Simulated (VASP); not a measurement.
A convergence study with VASP on SnO (litharge): one setting is varied, all else stays as given below, so the limit is that of these other settings.

```yaml
crystal:
  lattice:
    - [3.80000, 0.00000, 0.00000]
    - [0.00000, 3.80000, 0.00000]
    - [0.00000, 0.00000, 4.84000]
  atoms:
    - { symbol: Sn, position: [0.50000, 0.00000, 0.76200] }
    - { symbol: Sn, position: [0.00000, 0.50000, 0.23800] }
    - { symbol: O, position: [0.50000, 0.50000, 0.00000] }
    - { symbol: O, position: [0.00000, 0.00000, 0.00000] }
```

These are PBE GGA, VASP's PBE PAW potentials (set 64) (plane waves; VASP) values and carry that method's errors. The tightest run used: 700 eV cut-off, 15×15×11 Γ-centred mesh, tetrahedra with Blöchl corrections, potentials Sn_d O.

The reference is 15×15×11 mesh, which took about 6 core-minutes. The timings are rough (shared machines, no repeats); factors under 2 mean little.

Problem. Of the settings 3×3×2 mesh; 4×4×3 mesh; 5×5×4 mesh; 6×6×4 mesh; 7×7×5 mesh; 8×8×6 mesh; 9×9×6 mesh; 10×10×7 mesh; 11×11×8 mesh; 12×12×9 mesh; 13×13×9 mesh; 14×14×10 mesh; 15×15×11 mesh, which is the lowest that keeps the difference from the reference in the stress, largest component (GPa) within 0.2 from there on, and what does it cost?

Solution. 4×4×3 mesh; its cost over the reference is about 1/10.
```
setting        difference in the stress, largest component (GPa)  cost over the reference
-------------  -------------------------------------------------  -----------------------
3×3×2 mesh                                                  0.70               about 1/20
4×4×3 mesh                                                  0.08               about 1/10
5×5×4 mesh                                                  0.07               about 1/10
6×6×4 mesh                                                  0.02                about 1/7
7×7×5 mesh                                                  0.00                about 1/7
8×8×6 mesh                                                  0.00                about 1/4
9×9×6 mesh                                                  0.00                about 1/4
10×10×7 mesh                                                0.00                about 1/3
11×11×8 mesh                                                0.00                about 1/2
12×12×9 mesh                                                0.00     within a factor of 2
13×13×9 mesh                                                0.00     within a factor of 2
14×14×10 mesh                                               0.00     within a factor of 2
15×15×11 mesh                                               0.00                reference
```

Left out are rungs that failed or repeat a setting and relaxations that didn't move; long series are thinned to 24 rows.

The compound is SnO in the litharge structure. The cell was not relaxed at this level, forces remain on its atoms.
